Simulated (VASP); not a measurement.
Input of a VASP 6.6.1 run:

File INCAR:

```
SYSTEM = Si2W
ALGO = Fast
EDIFF = 1E-7
EDIFFG = -0.002
ENCUT = 520
GGA = CA
IBRION = 2
ISIF = 3
ISMEAR = 0
KPAR = 4
LASPH = .True.
LCHARG = .False.
LREAL = .False.
LWAVE = .False.
NELM = 80
NSW = 80
PREC = Accurate
SIGMA = 0.1
```

The input KPOINTS:

```
k-points
0
Gamma
  18 18 18
  0 0 0
```

The input POSCAR:

```
Si2W                                    
1.0
   -1.5945557699      1.5945557699      3.8897189784
    1.5945557699     -1.5945557699      3.8897189784
    1.5945557699      1.5945557699     -3.8897189784
  Si              W             
     2     1
Direct
     0.3346706418642412    0.3346706418642412    0.0000000000000000
     0.6653293581357588    0.6653293581357588    0.0000000000000000
     0.0000000000000000    0.0000000000000000    0.0000000000000000
```

Potentials or basis: VASP PAW LDA potentials, release 64 (Si, W_sv).

Command:

```console
$ cat potpaw_LDA.64/Si/POTCAR potpaw_LDA.64/W_sv/POTCAR > POTCAR
$ mpirun -np 4 vasp_std > vasp.out
```

Task: Estimate the band gap on the k mesh.

Result: None (metal or under the smearing width).

Final structure:
```yaml
crystal:
  lattice:
    - [-1.59456, 1.59456, 3.88972]
    - [1.59456, -1.59456, 3.88972]
    - [1.59456, 1.59456, -3.88972]
  atoms:
    - { symbol: Si, position: [0.33467, 0.33467, 0.00000] }
    - { symbol: Si, position: [0.66533, 0.66533, 0.00000] }
    - { symbol: W, position: [0.00000, 0.00000, 0.00000] }
```

Caveat: the relaxation stopped at its first step, so nothing moved. The run has no spin-orbit coupling, so splittings on W are missing.
